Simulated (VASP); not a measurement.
An input for Quantum ESPRESSO's pw.x (written as the equivalent of a VASP run, and not itself run):

```
&CONTROL
  calculation = 'scf'
  pseudo_dir = './pseudo'
  outdir = './out'
  tprnfor = .true.
  tstress = .true.
/
&SYSTEM
  ibrav = 0
  nat = 1
  ntyp = 1
  ecutwfc = 72
  occupations = 'tetrahedra'
  input_dft = 'pz'
/
&ELECTRONS
  conv_thr = 7.3e-09
  electron_maxstep = 100
/
ATOMIC_SPECIES
  K 39.098 K.upf
CELL_PARAMETERS angstrom
    -2.5208472    2.5208472    2.5208472
     2.5208472   -2.5208472    2.5208472
     2.5208472    2.5208472   -2.5208472
ATOMIC_POSITIONS crystal
  K    0.0000000  0.0000000  0.0000000
K_POINTS automatic
  12 12 12 0 0 0
```

Q: Translate this input to VASP (INCAR, KPOINTS, POSCAR, choice of POTCAR).

A: This is not unique; one that fits is 
POSCAR:
```
K
1
   -2.5208471748     2.5208471748     2.5208471748
    2.5208471748    -2.5208471748     2.5208471748
    2.5208471748     2.5208471748    -2.5208471748
K
1
Direct
  0.0000000000   0.0000000000   0.0000000000
```

**KPOINTS**
```
Regular mesh
0
gamma
  12 12 12
```

### INCAR
```
SYSTEM = K
PREC = Accurate
ENCUT = 520
EDIFF = 1E-7
NELM = 100
ALGO = Normal
LREAL = .FALSE.
LASPH = .TRUE.
ISMEAR = -5
LWAVE = .FALSE.
LCHARG = .TRUE.
LORBIT = 11
NEDOS = 601
ISIF = 2
```

POTCAR, in this order: K_sv (LDA.64 set). Program: vasp_std.

Limits of the translation: the potentials are each code's own (VASP's PAW set, PseudoDojo norm-conserving files in pw.x), so ENCUT and ecutwfc are chosen apart and not converted; conv_thr bounds pw.x's estimated SCF error, while EDIFF bounds the energy change between steps.

The compound is K in the bcc structure. It was relaxed first, which changed the volume by -13 %.
